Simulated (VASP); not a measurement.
Computed with LDA (Ceperley-Alder, Perdew-Zunger), VASP's LDA PAW potentials (set 64) (plane waves; VASP 6.6.1).

The input files of a VASP run:

KPOINTS:
```
Automatic
0
Gamma
4 5 2
```

**INCAR**
```
NELM = 100
LREAL = .FALSE.   # projection in real space or not
SIGMA = 0.01   # width (eV)
SYSTEM = HfS3
EDIFF = 1E-6   # SCF stop (eV)
LASPH = .TRUE.   # aspherical one-centre terms
ISMEAR = 0
ISIF = 2
LWAVE = .FALSE.
PREC = Accurate
ALGO = Normal   # blocked Davidson
ENCUT = 300   # plane-wave cut-off (eV)
LMAXMIX = 6
LCHARG = .FALSE.
```

**POSCAR**
```
HfS3
8.8729290
  0.5648311848   0.0000000000   0.0000000000
  0.0000000000   0.3959399427   0.0000000000
 -0.1326682542   0.0000000000   1.0000000000
Hf S
2 6
Cart
  0.0748896957   0.2969549570   0.6513600000
  0.3572732349   0.0989849857   0.3486400000
  0.4710007840   0.2969549570   0.1781800000
 -0.0388378533   0.0989849857   0.8218200000
  0.0748117279   0.0989849857   0.4481000000
  0.3573512027   0.2969549570   0.5519000000
  0.1887097359   0.0989849857   0.8219500000
  0.2434531948   0.2969549570   0.1780500000
```

POTCAR, in this order: Hf_pv S (LDA.64 set). Program: vasp_std.

At this cut-off the stress carries a Pulay error, which pulls relaxed volumes low.

Q: Estimate the energy per atom (σ→0), pressure, largest force.

A: 
energy per atom (σ→0): -7.453 eV/atom
pressure: 2.86 GPa
largest force: 0.04326 Ry/bohr

**OSZICAR**
```
...
DAV:   8    -0.596246280110E+02    0.11899E+00   -0.91461E-01  1401   0.443E+00    0.275E+00
DAV:   9    -0.596265391665E+02   -0.19112E-02   -0.91308E-02  1624   0.126E+00    0.109E+00
DAV:  10    -0.596256699516E+02    0.86921E-03   -0.15838E-02  1444   0.492E-01    0.923E-01
DAV:  11    -0.596251525040E+02    0.51745E-03   -0.33546E-03  1536   0.242E-01    0.101E-01
DAV:  12    -0.596251356248E+02    0.16879E-04   -0.21578E-04  1488   0.739E-02    0.509E-02
DAV:  13    -0.596251364622E+02   -0.83744E-06   -0.28756E-05  1616   0.228E-02    0.383E-02
DAV:  14    -0.596251370044E+02   -0.54219E-06   -0.78099E-06  1456   0.111E-02
   1 F= -.59625137E+02 E0= -.59625137E+02  d E =-.130091E-47
```

The structure comes from a computed database's HfS3 entry; how it stands against other phases isn't given here. The cell was not relaxed at this level, and its volume differs by -5.9 % from the start's.
